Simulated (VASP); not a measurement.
# HPbNO4 (Pmmn) in VASP: notebook

Aim: see how the results for HPbNO4 move with the level of theory and the settings. Levels: RPBE, revPBE, BLYP. Tasks: band structure.

All numbers are computed with VASP 6.6.1; they aren't measurements. Logs are shortened: lines on timing, memory, paths and dates and some standing lists are left out, and cuts for length are marked.

### Step 1. Starting point

Symmetry: Pmmn, No. 59, orthorhombic system. Conventional cell: a = 5.047 Å, b = 5.773 Å, c = 7.473 Å, α = 90.00°, β = 90.00°, γ = 90.00°. Around H (site symmetry mm2) lie 1 O at 0.98 Å. Pb (site symmetry mm2) has 6 O at 2.54 to 2.89 Å as nearest neighbours. N (site symmetry mm2) has 3 O at 1.23 to 1.30 Å as nearest neighbours. Around O (site symmetry mm2) lie 1 H at 0.98 Å. Around O (site symmetry m) lie 1 N at 1.30 Å. O (site symmetry mm2) is surrounded by 1 N at 1.23 Å.

The cell was built by a generator and needn't be a form met in nature.

### Step 2. Band structure, RPBE

The input, POSCAR:

```
HPbNO4                                  
1.0
    5.0474280039      0.0000000000      0.0000000000
    0.0000000000      5.7734738691      0.0000000000
    0.0000000000      0.0000000000      7.4726738194
  H               Pb              N               O             
     2     2     2     8
Direct
     0.0000000000000000    0.5000000000000000    0.1876839822118011
     0.5000000000000000    0.0000000000000000    0.8123160177881988
     0.5000000000000000    0.5000000000000000    0.9668954875776407
     0.0000000000000000    0.0000000000000000    0.0331045124223598
     0.0000000000000000    0.0000000000000000    0.6354883959407344
     0.5000000000000000    0.5000000000000000    0.3645116040592657
     0.0000000000000000    0.5000000000000000    0.0570292787735755
     0.5000000000000000    0.0000000000000000    0.9429707212264246
     0.0000000000000000    0.1914836573515430    0.7273188088175149
     0.0000000000000000    0.8085163426484570    0.7273188088175149
     0.0000000000000000    0.0000000000000000    0.4704729144868565
     0.5000000000000000    0.6914836573515430    0.2726811911824853
     0.5000000000000000    0.3085163426484572    0.2726811911824853
     0.5000000000000000    0.5000000000000000    0.5295270855131433
```

The input, INCAR.step1:

```
ALGO = Normal
EDIFF = 1E-6
ENCUT = 520
GGA = RP
ISIF = 2
ISMEAR = -1
KPAR = 4
LASPH = T
LCHARG = T
LREAL = F
LWAVE = F
NELM = 60
PREC = Accurate
SIGMA = 0.05
```

The input, KPOINTS.step1:

```
k-points
0
Gamma
  6 5 4
```

The input, INCAR.step2:

```
ALGO = Normal
EDIFF = 1E-6
ENCUT = 520
GGA = RP
ICHARG = 11
ISIF = 2
ISMEAR = 0
KPAR = 4
LASPH = T
LCHARG = F
LREAL = F
LWAVE = F
NELM = 60
PREC = Accurate
SIGMA = 0.05
```

The input, KPOINTS.step2:

```
path GXSYGZURTZ,YT,UX,SR
20
line-mode
reciprocal
 0.0000000000  0.0000000000  0.0000000000  G
 0.5000000000  0.0000000000  0.0000000000  X

 0.5000000000  0.0000000000  0.0000000000  X
 0.5000000000  0.5000000000  0.0000000000  S

 0.5000000000  0.5000000000  0.0000000000  S
 0.0000000000  0.5000000000  0.0000000000  Y

 0.0000000000  0.5000000000  0.0000000000  Y
 0.0000000000  0.0000000000  0.0000000000  G

 0.0000000000  0.0000000000  0.0000000000  G
 0.0000000000  0.0000000000  0.5000000000  Z

 0.0000000000  0.0000000000  0.5000000000  Z
 0.5000000000  0.0000000000  0.5000000000  U

 0.5000000000  0.0000000000  0.5000000000  U
 0.5000000000  0.5000000000  0.5000000000  R

 0.5000000000  0.5000000000  0.5000000000  R
 0.0000000000  0.5000000000  0.5000000000  T

 0.0000000000  0.5000000000  0.5000000000  T
 0.0000000000  0.0000000000  0.5000000000  Z

 0.0000000000  0.5000000000  0.0000000000  Y
 0.0000000000  0.5000000000  0.5000000000  T

 0.5000000000  0.0000000000  0.5000000000  U
 0.5000000000  0.0000000000  0.0000000000  X

 0.5000000000  0.5000000000  0.0000000000  S
 0.5000000000  0.5000000000  0.5000000000  R
```

Potentials or basis: VASP PAW PBE potentials, release 64 (H, Pb_d, N, O).

Run with:

```bash
$ cat potpaw_PBE.64/H/POTCAR potpaw_PBE.64/Pb_d/POTCAR potpaw_PBE.64/N/POTCAR potpaw_PBE.64/O/POTCAR > POTCAR
$ cp INCAR.step1 INCAR
$ cp KPOINTS.step1 KPOINTS
$ mpirun -np 4 vasp_std > vasp.out
$ cp INCAR.step2 INCAR
$ cp KPOINTS.step2 KPOINTS
$ mpirun -np 4 vasp_std > vasp.out
```

OUTCAR:

```text
EDIFF = 1E-6
   ENCUT = 520
   GGA = RP
   ICHARG = 11
   ISIF = 2
   ISMEAR = 0
   LASPH = T
   LREAL = F
   NELM = 60
   PREC = Accurate

 ion  position               nearest neighbor table
   1  0.000  0.500  0.188-   7 0.98
   2  0.500  0.000  0.812-   8 0.98
   3  0.500  0.500  0.967-  12 2.54  13 2.54   7 2.61   7 2.61   8 2.89   8 2.89   4 3.87   4 3.87
                             4 3.87   4 3.87
   4  0.000  0.000  0.033-   9 2.54  10 2.54   8 2.61   8 2.61   7 2.89   7 2.89   3 3.87   3 3.87
                             3 3.87   3 3.87
   5  0.000  0.000  0.635-  11 1.23  10 1.30   9 1.30
   6  0.500  0.500  0.365-  14 1.23  13 1.30  12 1.30
   7  0.000  0.500  0.057-   1 0.98   3 2.61   3 2.61   4 2.89   4 2.89
   8  0.500  0.000  0.943-   2 0.98   4 2.61   4 2.61   3 2.89   3 2.89
   9  0.000  0.191  0.727-   5 1.30   4 2.54
  10  0.000  0.809  0.727-   5 1.30   4 2.54
  11  0.000  0.000  0.470-   5 1.23
  12  0.500  0.691  0.273-   6 1.30   3 2.54
  13  0.500  0.309  0.273-   6 1.30   3 2.54
  14  0.500  0.500  0.530-   6 1.23

  LATTYP: Found a simple orthorhombic cell.
 ALAT       =     5.0474280039
 B/A-ratio  =     1.1438447195
 C/A-ratio  =     1.4804914134

  Lattice vectors:

 A1 = (   5.0474280039,   0.0000000000,   0.0000000000)
 A2 = (   0.0000000000,   5.7734738691,   0.0000000000)
 A3 = (   0.0000000000,   0.0000000000,   7.4726738194)

Analysis of symmetry for initial positions (statically):
=====================================================================
 Subroutine PRICEL returns:
 Original cell was already a primitive cell.

 Routine SETGRP: Setting up the symmetry group for a
 simple orthorhombic supercell.

 Subroutine GETGRP returns: Found  8 space group operations
 (whereof  4 operations were pure point group operations)
 out of a pool of  8 trial point group operations.

The static configuration has the point symmetry C_2v.
 The point group associated with its full space group is D_2h.

Analysis of symmetry for dynamics (positions and initial velocities):
=====================================================================
 Subroutine PRICEL returns:
 Original cell was already a primitive cell.

 Routine SETGRP: Setting up the symmetry group for a
 simple orthorhombic supercell.

 Subroutine GETGRP returns: Found  8 space group operations
 (whereof  4 operations were pure point group operations)
 out of a pool of  8 trial point group operations.

The dynamic configuration has the point symmetry C_2v.
 The point group associated with its full space group is D_2h.

 Subroutine INISYM returns: Found  8 space group operations
 (whereof  4 operations are pure point group operations),
 and found     1 'primitive' translations

----------------------------------------------------------------------------------------

                                     Primitive cell

  volume of cell :     217.7626

  direct lattice vectors                    reciprocal lattice vectors
     5.047428004  0.000000000  0.000000000     0.198120706  0.000000000  0.000000000
     0.000000000  5.773473869  0.000000000     0.000000000  0.173205945  0.000000000
     0.000000000  0.000000000  7.472673819     0.000000000  0.000000000  0.133820909

  length of vectors
     5.047428004  5.773473869  7.472673819     0.198120706  0.173205945  0.133820909

  position of ions in fractional coordinates (direct lattice)
     0.000000000  0.500000000  0.187683982
     0.500000000  0.000000000  0.812316018
     0.500000000  0.500000000  0.966895488
     0.000000000  0.000000000  0.033104512
     0.000000000  0.000000000  0.635488396
     0.500000000  0.500000000  0.364511604
     0.000000000  0.500000000  0.057029279
     0.500000000  0.000000000  0.942970721
     0.000000000  0.191483657  0.727318809
     0.000000000  0.808516343  0.727318809
     0.000000000  0.000000000  0.470472914
     0.500000000  0.691483657  0.272681191
     0.500000000  0.308516343  0.272681191
     0.500000000  0.500000000  0.529527086

  ion indices of the primitive-cell ions
   primitive index   ion index
                 1           1
                 2           2
                 3           3
                 4           4
                 5           5
                 6           6
                 7           7
                 8           8
                 9           9
                10          10
                11          11
                12          12
                13          13
                14          14

----------------------------------------------------------------------------------------

 KPOINTS: path GXSYGZURTZ,YT,UX,SR

Interpolating k-points between supplied coordinates.

 Line segments in fractional coordinates (reciprocal lattice):
    0.000000  0.000000  0.000000  ...  0.500000  0.000000  0.000000
    0.500000  0.000000  0.000000  ...  0.500000  0.500000  0.000000
    0.500000  0.500000  0.000000  ...  0.000000  0.500000  0.000000
    0.000000  0.500000  0.000000  ...  0.000000  0.000000  0.000000
    0.000000  0.000000  0.000000  ...  0.000000  0.000000  0.500000
    0.000000  0.000000  0.500000  ...  0.500000  0.000000  0.500000
    0.500000  0.000000  0.500000  ...  0.500000  0.500000  0.500000
    0.500000  0.500000  0.500000  ...  0.000000  0.500000  0.500000
    0.000000  0.500000  0.500000  ...  0.000000  0.000000  0.500000
    0.000000  0.500000  0.000000  ...  0.000000  0.500000  0.500000
    0.500000  0.000000  0.500000  ...  0.500000  0.000000  0.000000
    0.500000  0.500000  0.000000  ...  0.500000  0.500000  0.500000

 Generated    20 points on each line segment, for a total of    240 k-points:

 Following reciprocal coordinates:
            Coordinates               Weight
  0.000000  0.000000  0.000000      0.004167
  0.026316  0.000000  0.000000      0.004167
  0.052632  0.000000  0.000000      0.004167
  0.078947  0.000000  0.000000      0.004167
  0.105263  0.000000  0.000000      0.004167
  0.131579  0.000000  0.000000      0.004167
[... 16 lines left out ...]
  0.500000  0.052632  0.000000      0.004167
  0.500000  0.078947  0.000000      0.004167
 [... further k-points ...]
   k-points           NKPTS =    240   k-points in BZ     NKDIM =    240   number of bands    NBANDS=     52
   number of dos      NEDOS =    301   number of ions     NIONS =     14
   total plane-waves  NPLWV = 107520
   dimension x,y,z NGX =    40 NGY =   48 NGZ =   56
   dimension x,y,z NGXF=    80 NGYF=   96 NGZF=  112
   ions per type =               2   2   2   8
   NGX,Y,Z   is equivalent  to a cutoff of  13.17, 13.82, 12.46 a.u.
   NGXF,Y,Z  is equivalent  to a cutoff of  26.35, 27.64, 24.92 a.u.
 SYSTEM =  unknown system
   PREC   = accura    normal or accurate (medium, high low for compatibility)
   ISTART =      0    job   : 0-new  1-cont  2-samecut
   ICHARG =     11    charge: 1-file 2-atom 10-const
   ISPIN  =      1    spin polarized calculation?
   LNONCOLLINEAR =      F non collinear calculations
   LSORBIT =      F    spin-orbit coupling
   LASPH  =      T    aspherical Exc in radial PAW
   ENCUT  =  520.0 eV  38.22 Ry    6.18 a.u.   9.38 10.73 13.89*2*pi/ulx,y,z
   NELM   =     60;   NELMIN=  2; NELMDL=  0     # of ELM steps
   EDIFF  = 0.1E-05   stopping-criterion for ELM
   LREAL  =      F    real-space projection
   EDIFFG = 0.1E-04   stopping-criterion for IOM
   NSW    =      0    number of steps for IOM
   IBRION =     -1    ionic relax: 0-MD 1-quasi-New 2-CG
   NFREE  =      0    steps in history (QN), initial steepest desc. (CG)
   ISIF   =      2    stress and relaxation
   ISYM   =      2    0-nonsym 1-usesym 2-fastsym
   POTIM  = 0.5000    time-step for ionic-motion
   TEBEG  =    0.0;   TEEND  =   0.0 temperature during run
   PSTRESS=    0.0 pullay stress
   NELECT =      88.0000    total number of electrons
   NUPDOWN=      -1.0000    fix difference up-down
   EMIN   =  10.00;   EMAX   =-10.00  energy-range for DOS
   EFERMI =   0.00;   METHOD = LEGACY
   ISMEAR =     0;   SIGMA  =   0.05  broadening in eV -4-tet -1-fermi 0-gaus
   EFERMI_NEDOS =   21; number of points for ismear=-14 and -15
   IALGO  =     38    algorithm
   IMIX   =      4    mixing-type and parameters
     AMIX     =   0.40;   BMIX     =  1.00
     AMIX_MAG =   1.60;   BMIX_MAG =  1.00
  volume/ion in A,a.u.               =      15.55       104.97
  Fermi-wavevector in a.u.,A,eV,Ry     =   1.210342  2.287214 19.931537  1.464927
  Thomas-Fermi vector in A             =   2.345891
   LORBIT       =      0    0 simple, 1 ext, 2 COOP (PROOUT), +10 PAW based schemes
   GGA     = RP    functional components
   LHFCALC =     F    Hartree Fock is set to
   AEXX    =    0.0000 exact exchange contribution
   IVDW    =     0    specifies the selected vdW correction
   LEPSILON=     F    determine dielectric tensor
   LRPA    =     F    only Hartree local field effects (RPA)
 non-spin polarized calculation
 Gauss-broadening in eV      SIGMA  =   0.05
  energy-cutoff  :      520.00
  volume of cell :      217.76
 maximum number of plane-waves:      5908
 NGX is ok and might be reduce to    40

 number of electron      88.0000038 magnetization

 Free energy of the ion-electron system (eV)
  ---------------------------------------------------
  ext. energy  EPLUGINS =         0.00000000
  ---------------------------------------------------
  free energy    TOTEN  =       -76.65201830 eV

  energy without entropy =      -76.65201830  energy(sigma->0) =      -76.65201830

 E-fermi :   0.4534     XC(G=0):  -8.0065

 val. band max:        0.2044136141   @ k =   0.0000   0.0000   0.0000
 cond. band min:       2.9434339449   @ k =   0.5000   0.5000   0.0000
 fundamental gap:      2.7390203308
 Fermi energy:         0.4534208048

 k-point     1 :       0.0000    0.0000    0.0000
  band No.  band energies     occupation
      1     -25.0641      2.00000
      2     -25.0417      2.00000
      3     -20.0340      2.00000
      4     -20.0192      2.00000
      5     -19.2457      2.00000
      6     -19.2367      2.00000
[... 44 lines left out ...]
     51       6.6433      0.00000
     52       7.0058      0.00000
[... 1263 lines left out ...]
     51       6.0133      0.00000
     52       6.0133      0.00000

 [... further k-points ...]

------------------------ aborting loop because EDIFF is reached ----------------------------------------

  FORCE on cell =-STRESS in cart. coord.  units (eV):
  Direction    XX          YY          ZZ          XY          YZ          ZX
  --------------------------------------------------------------------------------------
  -------------------------------------------------------------------------------------
  Total        0.4150295      1.2664787      0.5280861      0.0000000      0.0000000      0.0000000
  in kB        3.0535581      9.3180513      3.8853665      0.0000000      0.0000000      0.0000000
  external PRESSURE =       5.4189920 kB  Pullay stress =       0.0000000 kB

 VOLUME and BASIS-vectors are now :
 -----------------------------------------------------------------------------
  energy-cutoff  :      520.00
  volume of cell :      217.76
      direct lattice vectors                 reciprocal lattice vectors
     5.047428004  0.000000000  0.000000000     0.198120706  0.000000000  0.000000000
     0.000000000  5.773473869  0.000000000     0.000000000  0.173205945  0.000000000
     0.000000000  0.000000000  7.472673819     0.000000000  0.000000000  0.133820909

 POSITION                                       TOTAL-FORCE (eV/Angst)
 -----------------------------------------------------------------------------------
      0.00000      2.88674      1.40250        -0.000000     -0.000000     -0.102062
      2.52371      0.00000      6.07017        -0.000000     -0.000000      0.102062
      2.52371      2.88674      7.22529        -0.000000     -0.000000     -0.030822
      0.00000      0.00000      0.24738        -0.000000     -0.000000      0.030822
      0.00000      0.00000      4.74880        -0.000000     -0.000000     -0.012698
      2.52371      2.88674      2.72388        -0.000000     -0.000000      0.012698
      0.00000      2.88674      0.42616        -0.000000     -0.000000      0.194179
      2.52371      0.00000      7.04651        -0.000000     -0.000000     -0.194179
      0.00000      1.10553      5.43502        -0.000000      0.015128      0.017762
      0.00000      4.66795      5.43502        -0.000000     -0.015128      0.017762
      0.00000      0.00000      3.51569        -0.000000     -0.000000      0.000265
      2.52371      3.99226      2.03766        -0.000000      0.015128     -0.017762
      2.52371      1.78121      2.03766         0.000000     -0.015128     -0.017762
      2.52371      2.88674      3.95698        -0.000000     -0.000000     -0.000265
 -----------------------------------------------------------------------------------
    total drift:                                0.000000      0.000000      0.000000

  FREE ENERGIE OF THE ION-ELECTRON SYSTEM (eV)
  ---------------------------------------------------
  free  energy   TOTEN  =       -76.6520182996 eV

  energy  without entropy=      -76.6520182996  energy(sigma->0) =      -76.65201830
```

Wall time 4.8 min (4 MPI ranks of Intel Xeon 6975P-C (Granite Rapids), shared host); peak memory 1.9 GiB.

Results:

```
Band gap on the k mesh  : 2.84 eV, indirect (least direct gap 2.98 eV)
Band gap along the path : 2.74 eV, indirect (least direct gap 2.85 eV)
```

Levels at the corners of the path, in eV from the valence-band top:
| point | band 41 | band 42 | band 43 | band 44 | band 45 | band 46 | band 47 | band 48 |
| --- | --- | --- | --- | --- | --- | --- | --- | --- |
| Γ | -1.28 | -1.21 | -0.26 | 0.00 | 3.27 | 3.83 | 4.99 | 5.08 |
| X | -0.57 | -0.57 | -0.14 | -0.14 | 3.40 | 3.40 | 4.71 | 4.71 |
| X | -0.57 | -0.57 | -0.14 | -0.14 | 3.40 | 3.40 | 4.71 | 4.71 |
| S | -0.31 | -0.31 | -0.11 | -0.11 | 2.74 | 2.74 | 4.06 | 4.06 |
| S | -0.31 | -0.31 | -0.11 | -0.11 | 2.74 | 2.74 | 4.06 | 4.06 |
| Y | -0.72 | -0.72 | -0.26 | -0.26 | 3.63 | 3.63 | 4.14 | 4.14 |
| Y | -0.72 | -0.72 | -0.26 | -0.26 | 3.63 | 3.63 | 4.14 | 4.14 |
| Γ | -1.28 | -1.21 | -0.26 | 0.00 | 3.27 | 3.83 | 4.99 | 5.08 |
| Γ | -1.28 | -1.21 | -0.26 | 0.00 | 3.27 | 3.83 | 4.99 | 5.08 |
| Z | -1.30 | -1.25 | -0.17 | -0.10 | 3.34 | 3.76 | 4.29 | 4.99 |
| Z | -1.30 | -1.25 | -0.17 | -0.10 | 3.34 | 3.76 | 4.29 | 4.99 |
| U | -0.58 | -0.58 | -0.13 | -0.13 | 3.47 | 3.47 | 4.54 | 4.54 |
| U | -0.58 | -0.58 | -0.13 | -0.13 | 3.47 | 3.47 | 4.54 | 4.54 |
| R | -0.29 | -0.29 | -0.10 | -0.10 | 2.82 | 2.82 | 3.91 | 3.91 |
| R | -0.29 | -0.29 | -0.10 | -0.10 | 2.82 | 2.82 | 3.91 | 3.91 |
| T | -0.70 | -0.70 | -0.20 | -0.20 | 3.66 | 3.66 | 3.97 | 3.97 |
| T | -0.70 | -0.70 | -0.20 | -0.20 | 3.66 | 3.66 | 3.97 | 3.97 |
| Z | -1.30 | -1.25 | -0.17 | -0.10 | 3.34 | 3.76 | 4.29 | 4.99 |
| Y | -0.72 | -0.72 | -0.26 | -0.26 | 3.63 | 3.63 | 4.14 | 4.14 |
| T | -0.70 | -0.70 | -0.20 | -0.20 | 3.66 | 3.66 | 3.97 | 3.97 |
| U | -0.58 | -0.58 | -0.13 | -0.13 | 3.47 | 3.47 | 4.54 | 4.54 |
| X | -0.57 | -0.57 | -0.14 | -0.14 | 3.40 | 3.40 | 4.71 | 4.71 |
| S | -0.31 | -0.31 | -0.11 | -0.11 | 2.74 | 2.74 | 4.06 | 4.06 |
| R | -0.29 | -0.29 | -0.10 | -0.10 | 2.82 | 2.82 | 3.91 | 3.91 |

Caveat: the log is that of the step along the path at fixed density, whose energy, stress, charges and moments have no meaning; the standard files for N, O and F lose accuracy on very short bonds; the PAW data sets were made with another functional, which shifts forces and pressure a little; spin-orbit coupling is left out, which as a rule narrows the gap of such compounds by several tenths of an eV; the mesh misses the band edges, which the band path finds closer together. As with any semilocal functional, this RPBE gap is likely too small.

(Part 1 of 2 ends here.)
